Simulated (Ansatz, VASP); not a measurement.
# SnPt in VASP and in Ansatz

```xyz
4
Lattice="4.0923 0.0000 0.0000 -2.0461 3.5440 0.0000 0.0000 0.0000 5.4052" Properties=species:S:1:pos:R:3 pbc="T T T"
Sn    0.0000    2.3627    1.3513
Sn    2.0461    1.1813    4.0539
Pt    0.0000    0.0000    0.0000
Pt    0.0000    0.0000    2.7026
```

Alike in both runs: functional LDA; k mesh 12 × 12 × 8; occupations gaussian, width 0.1 eV; no spin polarisation.

Ansatz relaxed the structure, and its values are those at the end. VASP's run is a single point on that final structure, the one shown.

|  | VASP | Ansatz |
| --- | --- | --- |
| version | VASP 6.6.1 | Ansatz 0.2.0 |
| potentials or method | VASP PAW LDA potentials, release 64 (Sn_d, Pt) | scalar-relativistic, plane waves, PAW |
| plane-wave cutoff (eV) | 520 | 420 |
| valence electrons in the cell | 48 | 64 |

Ansatz gave:

```
gap on the k mesh at the Fermi level (eV) : none
pressure (GPa)                            : 0.0
```

Which values does VASP return?

gap on the k mesh at the Fermi level (eV): none; pressure (GPa): 0.4.

A gap of «none» marks a metal or a gap that the smearing closes. The two sets of potentials don't hold the same shells in valence.

The runs have no spin-orbit coupling, so splittings on Pt are missing.
